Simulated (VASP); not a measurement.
OSZICAR of a VASP run on Mg (hcp):

OSZICAR:
```
       N       E                     dE             d eps       ncg     rms          rms(c)
DAV:   1    -0.560205644738E+00   -0.56021E+00   -0.11886E+03  2580   0.433E+02
DAV:   2    -0.344219232107E+01   -0.28820E+01   -0.26616E+01  3498   0.271E+01
DAV:   3    -0.346522373366E+01   -0.23031E-01   -0.21711E-01  3588   0.316E+00
DAV:   4    -0.346530340127E+01   -0.79668E-04   -0.79662E-04  3564   0.153E-01
DAV:   5    -0.346530368555E+01   -0.28427E-06   -0.28401E-06  3510   0.754E-03    0.968E-01
DAV:   6    -0.345475952105E+01    0.10544E-01   -0.53754E-04  3210   0.224E-01    0.616E-01
DAV:   7    -0.344519534284E+01    0.95642E-02   -0.22684E-03  2814   0.406E-01    0.314E-02
DAV:   8    -0.344519990429E+01   -0.45614E-05   -0.13716E-05  4056   0.329E-02    0.639E-03
DAV:   9    -0.344519953408E+01    0.37021E-06   -0.95122E-07  3006   0.616E-03    0.596E-04
DAV:  10    -0.344519940299E+01    0.13109E-06   -0.32252E-09  2250   0.468E-04    0.104E-04
DAV:  11    -0.344519940168E+01    0.13156E-08   -0.26848E-10  1692   0.149E-04
   1 F= -.34451994E+01 E0= -.34453259E+01  d E =0.379596E-03
```

Question: Which electronic solver shows in the log?

Answer: It is blocked Davidson (ALGO = Normal, or the opening steps of other solvers). The INCAR had ALGO = Normal.

Question: Can the final energy be trusted as converged?

Answer: The run converged. It stopped with EDIFF = 1E-7, NELM = 100 (PBEsol GGA, plane waves, VASP's PBE PAW potentials (set 64)).

The compound is Mg in the hcp structure. This cell was strained or had an atom moved on purpose.
